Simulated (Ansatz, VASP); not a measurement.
**AlC2N2 in VASP and in Ansatz**

```
Al C N
1.0
     3.73240   -3.53208    0.00000
     3.73240    3.53208    0.00000
     0.00000    0.00000    7.15680
Al C N
2 4 4
Direct
  0.00000 0.00000 0.00000
  0.50000 0.50000 0.50000
  0.19717 0.80283 0.80356
  0.80283 0.19717 0.19644
  0.19717 0.80283 0.19644
  0.80283 0.19717 0.80356
  0.31289 0.68711 0.68461
  0.68711 0.31289 0.31539
  0.31289 0.68711 0.31539
  0.68711 0.31289 0.68461
```

Alike in both runs: functional PBE; k mesh 4 × 4 × 4; occupations gaussian, width 0.1 eV; no spin polarisation.

Ansatz relaxed the structure, and its values are those at the end. VASP's run is a single point on that final structure, the one shown.

|  | VASP | Ansatz |
| --- | --- | --- |
| version | VASP 6.6.1 | Ansatz 0.2.0 |
| potentials or method | VASP PAW PBE potentials, release 64 (Al, C, N) | scalar-relativistic, plane waves, PAW |
| plane-wave cutoff (eV) | 520 | 420 |
| valence electrons in the cell | 42 | 42 |

|  | VASP | Ansatz | Ansatz less VASP |
| --- | --- | --- | --- |
| gap on the k mesh at the Fermi level (eV) | none | none | - |
| pressure (GPa) | 0.4 | 0.1 | -0.27 |
| rms of the force components (eV/Å) | 0.172 | 0.003 | -0.1690 |

A gap of «none» marks a metal or a gap that the smearing closes. One of these differences is far larger than is usual between the two programs; its cause wasn't traced.

Caveats: the standard files for N, O and F lose accuracy on very short bonds.
